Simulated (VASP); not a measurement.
An input for Ansatz (written as the equivalent of a VASP run, and not itself run):

Ansatz 0.2 input:
```yaml
crystal:
  lattice:
    - [2.2400000, -3.3350000, 0.0000000]
    - [2.2400000, 3.3350000, 0.0000000]
    - [0.0000000, 0.0000000, 8.7200000]
  atoms:
    - { symbol: Br, position: [0.8642020, 0.8628450, 0.8909170] }
    - { symbol: Br, position: [0.6400890, 0.6376310, 0.3847970] }
    - { symbol: Br, position: [0.3631750, 0.3622570, 0.6116450] }
    - { symbol: Br, position: [0.1325340, 0.1372670, 0.1126410] }
kpoints:
  mp_grid: { grid: [6, 6, 6] }
hamiltonian:
  xc: pbe
  pseudopotentials: { kind: paw }
scf:
  occupations: { method: methfessel_paxton, width: 0.2 }
  max_iter: 100
relax:
  max_steps: 50
  f_tol: 0.01
  cell: {}
output: { forces: true, stress: true, eigenvalues: true }
```

Translate this input to VASP (INCAR, KPOINTS, POSCAR, choice of POTCAR).

Several could match; the one computed here: 
**POSCAR**
```
Br
1
    2.2400000000    -3.3350000000     0.0000000000
    2.2400000000     3.3350000000     0.0000000000
    0.0000000000     0.0000000000     8.7200000000
Br
4
Direct
  0.8642020000   0.8628450000   0.8909170000
  0.6400890000   0.6376310000   0.3847970000
  0.3631750000   0.3622570000   0.6116450000
  0.1325340000   0.1372670000   0.1126410000
```

### INCAR
```
! general
SYSTEM  = Br
PREC    = Accurate
ENCUT   = 180
LREAL   = .FALSE.
LASPH   = .TRUE.

! electronic loop
EDIFF   = 1E-6
NELM    = 100
ALGO    = Normal
LMAXMIX = 4

! smearing
ISMEAR  = 1
SIGMA   = 0.2

! functional
GGA     = PE

! ions
IBRION  = 2
NSW     = 50
ISIF    = 3
EDIFFG  = -0.01

! output
LWAVE   = .FALSE.
LCHARG  = .FALSE.
```

File KPOINTS:
```
Automatic mesh
0
Gamma
6 6 6
0 0 0
```

POTCAR, in this order: Br (PBE.64 set). Program: vasp_std.

What does not carry over: each code has its own PAW files, so the cut-off isn't converted (ENCUT is set for VASP's; basis.ecutwfc is left out, and Ansatz then takes the one that its files recommend); Ansatz stops its SCF on the density residual and VASP on the energy change (EDIFF).

The structure is a typed Br crystal. In the starting cell atoms are displaced from their ideal sites. This run relaxes it. The run is one of a series of settings (EDIFFG = -0.01, ENCUT = 180, IBRION = 2, ISIF = 3, ISMEAR = 1, NSW = 50, SIGMA = 0.2, KPOINTS 6×6×6 Γ-centred mesh against the base run), some of them coarse on purpose.
